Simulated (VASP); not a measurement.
Wanted: the native input for a VASP 6.6.1 run.

```yaml
Task: relaxation of cell and atoms
Functional: LDA
Potentials_or_basis: VASP PAW LDA potentials, release 64 (Y_sv, B)
Cutoff: 600 eV
k_mesh: 12 × 12 × 12
Occupations: gaussian, width 0.1 eV
Spin: no spin polarisation
Dipole_correction: no
Further_INCAR_settings: ALGO = Fast; EDIFF = 1e-07; IBRION = 2; EDIFFG = -0.002; NSW = 80; ISIF = 3
```

The structure of YB6 lies in POSCAR:

```
YB6
1.0
    4.1130000000      0.0000000000      0.0000000000
    0.0000000000      4.1130000000      0.0000000000
    0.0000000000      0.0000000000      4.1130000000
Y B
1 6
Direct
    0.0000000000      0.0000000000      0.0000000000
    0.2070000000      0.5000000000      0.5000000000
    0.5000000000      0.2070000000      0.5000000000
    0.7930000000      0.5000000000      0.5000000000
    0.5000000000      0.7930000000      0.5000000000
    0.5000000000      0.5000000000      0.2070000000
    0.5000000000      0.5000000000      0.7930000000
```

The input as run:

INCAR

```
SYSTEM = YB6
PREC = Accurate
ENCUT = 600
EDIFF = 1E-7
ISMEAR = 0
SIGMA = 0.1
LREAL = .FALSE.
LASPH = .TRUE.
NELM = 100
ALGO = Fast
ISIF = 3
LWAVE = .FALSE.
LCHARG = .FALSE.
IBRION = 2
NSW = 80
EDIFFG = -0.002
```

KPOINTS

```
Automatic mesh
0
G
  12 12 12
  0 0 0
```

Potentials or basis: VASP PAW LDA potentials, release 64 (Y_sv, B).

Command:

```console
$ cat potpaw_LDA.64/Y_sv/POTCAR potpaw_LDA.64/B/POTCAR > POTCAR
$ mpirun -np 1 vasp_std > vasp.out
```

Results of the run:

- Relaxed volume: 9.43 Å³/atom
- Relaxed cell: a = 4.042 Å, b = 4.042 Å, c = 4.042 Å, α = 90.00°, β = 90.00°, γ = 90.00°
- Space group after relaxing (to 0.05 Å): Pm-3m (No. 221)
- Energy gained by relaxing: 40.4 meV/atom
- Ionic steps: 7
- Pressure after relaxing: 0.0 GPa
- Band gap on the k mesh: none (metal or under the smearing width)

Run time: 34 min on 1 thread of AMD EPYC 7R43 64-Core Processor (Zen 3) (shared host), peak memory 0.26 GiB.
